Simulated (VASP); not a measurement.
An input for Quantum ESPRESSO's pw.x (written as the equivalent of a VASP run, and not itself run):

```
&CONTROL
  calculation = 'scf'
  pseudo_dir = './pseudo'
  outdir = './out'
  tprnfor = .true.
  tstress = .true.
/
&SYSTEM
  ibrav = 0
  nat = 2
  ntyp = 2
  ecutwfc = 84
  occupations = 'smearing'
  smearing = 'gaussian'
  degauss = 0.003675
  input_dft = 'pbe'
/
&ELECTRONS
  conv_thr = 7.3e-09
  electron_maxstep = 100
/
ATOMIC_SPECIES
  Al 26.982 Al.upf
  N 14.007 N.upf
CELL_PARAMETERS angstrom
     0.0000000    2.2665658    2.2665658
     2.2665658    0.0000000    2.2665658
     2.2665658    2.2665658    0.0000000
ATOMIC_POSITIONS crystal
  Al   0.0000000  0.0000000  0.0000000
  N    0.2500000  0.2500000  0.2500000
K_POINTS automatic
  10 10 10 0 0 0
```

Problem. Translate this input to VASP (INCAR, KPOINTS, POSCAR, choice of POTCAR).

Solution. One answer among several that fit: 
**INCAR**
```
# general
SYSTEM = AlN
PREC   = Accurate
ENCUT  = 600
LREAL  = .FALSE.   # projection in real space or not
LASPH  = .TRUE.   # aspherical one-centre terms

# electronic loop
EDIFF  = 1E-7   # SCF stop (eV)
NELM   = 100   # most electronic steps
ALGO   = Normal   # blocked Davidson

# smearing
ISMEAR = 0
SIGMA  = 0.05   # width (eV)

# functional
GGA    = PE

# ions
ISIF   = 2

# output
LWAVE  = .FALSE.
LCHARG = .FALSE.
```

File KPOINTS:
```
Automatic mesh
0
Gamma
10 10 10
0 0 0
```

### POSCAR
```
AlN
1
    0.0000000000     2.2665657964     2.2665657964
    2.2665657964     0.0000000000     2.2665657964
    2.2665657964     2.2665657964     0.0000000000
Al N
1 1
Direct
  0.0000000000   0.0000000000   0.0000000000
  0.2500000000   0.2500000000   0.2500000000
```

POTCAR, in this order: Al N (PBE.64 set). Program: vasp_std.

The two are equivalent in intent, not identical: the potentials are each code's own (VASP's PAW set, PseudoDojo norm-conserving files in pw.x), so ENCUT and ecutwfc are chosen apart and not converted; conv_thr bounds pw.x's estimated SCF error, while EDIFF bounds the energy change between steps.

The compound is AlN in the zinc blende structure, a metastable form; wurtzite is the usual one. This cell was strained or had an atom moved on purpose.
